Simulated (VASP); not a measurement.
Input for VASP

**KPOINTS**
```
Automatic mesh
0
Gamma
8 8 8
0 0 0
```

INCAR:
```
IBRION=2   ! conjugate gradients
LCHARG=.False.
EDIFFG=-0.02   ! ionic stop
ISMEAR=1   ! Methfessel-Paxton
SIGMA=0.1   ! width (eV)
LASPH=.True.
LREAL=.False.   ! projection in real space or not
ENCUT=400   ! plane-wave cut-off (eV)
NSW=60
EDIFF=1E-6   ! SCF stop (eV)
NELM=100   ! most electronic steps
LWAVE=.False.
LMAXMIX=4
PREC=Accurate
ISIF=3
SYSTEM=Ga2BiAs
ALGO=Normal   ! blocked Davidson
```

POSCAR:
```
Ga2BiAs
1.0
  2.0985596411   1.2116041540   6.8926079630
 -2.0985596411   1.2116041540   6.8926079630
  0.0000000000  -2.4232083080   6.8926079630
Ga Bi As
2 1 1
Direct
  0.1169278591   0.1169278591   0.1169278591
  0.6325573927   0.6325573927   0.6325573927
  0.5012865740   0.5012865740   0.5012865740
  0.9992181742   0.9992181742   0.9992181742
```

POTCAR, in this order: Ga_d Bi_d As (LDA.64 set). Program: vasp_std.

Q: Write an equivalent input for Ansatz.

A: One equivalent input (not run):
Ansatz 0.2 input:
```yaml
crystal:
  lattice:
    - [2.0985596, 1.2116042, 6.8926080]
    - [-2.0985596, 1.2116042, 6.8926080]
    - [0.0000000, -2.4232083, 6.8926080]
  atoms:
    - { symbol: Ga, position: [0.1169279, 0.1169279, 0.1169279] }
    - { symbol: Ga, position: [0.6325574, 0.6325574, 0.6325574] }
    - { symbol: Bi, position: [0.5012866, 0.5012866, 0.5012866] }
    - { symbol: As, position: [0.9992182, 0.9992182, 0.9992182] }
kpoints:
  mp_grid: { grid: [8, 8, 8] }
hamiltonian:
  xc: lda
  pseudopotentials: { kind: paw }
scf:
  occupations: { method: methfessel_paxton, width: 0.1 }
  max_iter: 100
relax:
  max_steps: 60
  f_tol: 0.02
  cell: {}
output: { forces: true, stress: true, eigenvalues: true }
```
What does not carry over: each code has its own PAW files, so the cut-off isn't converted (ENCUT is set for VASP's; basis.ecutwfc is left out, and Ansatz then takes the one that its files recommend); Ansatz stops its SCF on the density residual and VASP on the energy change (EDIFF); Ansatz's lda is the Perdew-Wang form, while the LDA potentials of VASP carry Perdew-Zunger's.

The structure comes from a computed database's Ga2BiAs entry (R3m); how it stands against other phases isn't given here. This run relaxes it. Symmetry was kept, so distortions that lower it aren't found. The start is the result of an earlier pass.
